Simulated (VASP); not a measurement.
Given:

```xyz
3
Lattice="1.8351 -3.1785 0.0000 1.8351 3.1785 0.0000 0.0000 0.0000 7.8120" Properties=species:S:1:pos:R:3 pbc="T T T"
Hf     0.0000     0.0000     0.0000
S      1.8351     1.0595     1.4439
S      1.8351    -1.0595     6.3680
```

Calculation: revPBE GGA, VASP's PBE PAW potentials (set 64) (plane waves; VASP 6.6.1). Run with 520 eV cut-off, 8×8×3 Γ-centred mesh, tetrahedra with Blöchl corrections, potentials Hf_pv S.

The cores are frozen, which limits the accuracy of field gradients. Without a dispersion term in the relaxation, distances and binding between the weakly bound layers, chains or molecules are unreliable, and so is what depends on them.

### Question
Give the principal components of the electric field gradient (V/Å²) and the asymmetry η at each nucleus.

### Answer

```csv
atom,Vxx,Vyy,Vzz,η
Hf1,6.8,6.8,-13.7,0.00
S2,3.4,3.4,-6.8,0.00
S3,3.4,3.4,-6.8,0.00
```

The compound is HfS2 in the 1T layered structure. It was relaxed first, which changed the volume by +37 %.
